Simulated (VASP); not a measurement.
Energy against volume of Be (hcp). Method: PBE GGA with D3 dispersion (Becke-Johnson damping), VASP's PBE PAW potentials (set 64) (plane waves; VASP). Settings: 520 eV cut-off, 19×19×10 Γ-centred mesh, first-order Methfessel-Paxton smearing of 0.10 eV, potentials Be.

Shape and ions are relaxed at each volume.

| V (Å³/atom) | E (eV/atom) |
|---|---|
| 7.223 | -4.13264 |
| 7.446 | -4.13537 |
| 7.670 | -4.13252 |
| 7.893 | -4.12478 |

Question: Fit these four points and predict the energy of the run at 7.000 Å³/atom.

Answer: A cubic in V^(−2/3), the third-order Birch-Murnaghan form, passes through the four points with V0 = 7.44 Å³/atom and B0 = 133 GPa, and gives -4.1236 eV/atom there. The run gave -4.1236 eV/atom, +0.0 meV/atom from the fit; all five points give B0 = 133 GPa.

The compound is Be in the hcp structure. It was relaxed first, which changed the volume by -8 %.
